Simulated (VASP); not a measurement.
Data:

```xyz
2
Lattice="1.5369 -2.6620 0.0000 1.5369 2.6620 0.0000 0.0000 0.0000 4.8817" Properties=species:S:1:pos:R:3 pbc="T T T"
Hf     1.5369     0.8873     1.2204
Hf     1.5369    -0.8873     3.6613
```

These are PBEsol GGA, VASP's PBE PAW potentials (set 64) (plane waves; VASP) values and carry that method's errors. Numerical set-up: 500 eV cut-off, 14×14×8 Γ-centred mesh, first-order Methfessel-Paxton smearing of 0.10 eV, potentials Hf_pv.

Energy and stress use the plane-wave basis of the starting cell.

Q: The ions, cell shape and volume at an external pressure of 20.0 GPa are relaxed. What does this cell relax into?

A: 
```xyz
2
Lattice="1.5041 -2.6052 0.0000 1.5041 2.6052 0.0000 0.0000 0.0000 4.7891" Properties=species:S:1:pos:R:3 pbc="T T T"
Hf     1.5041     0.8684     1.1973
Hf     1.5041    -0.8684     3.5919
```
Space group P6_3/mmc (194), at a tolerance of 0.03 Å.

Q: How do energy and volume change from the first to the last step?

A: The energy (σ→0) changes by +111.8 meV/atom and the volume by -6.0 %, in 8 ionic steps.

The compound is Hf in the hcp structure. This run relaxes it under an external pressure of 20 GPa. Symmetry was kept, so distortions that lower it aren't found.
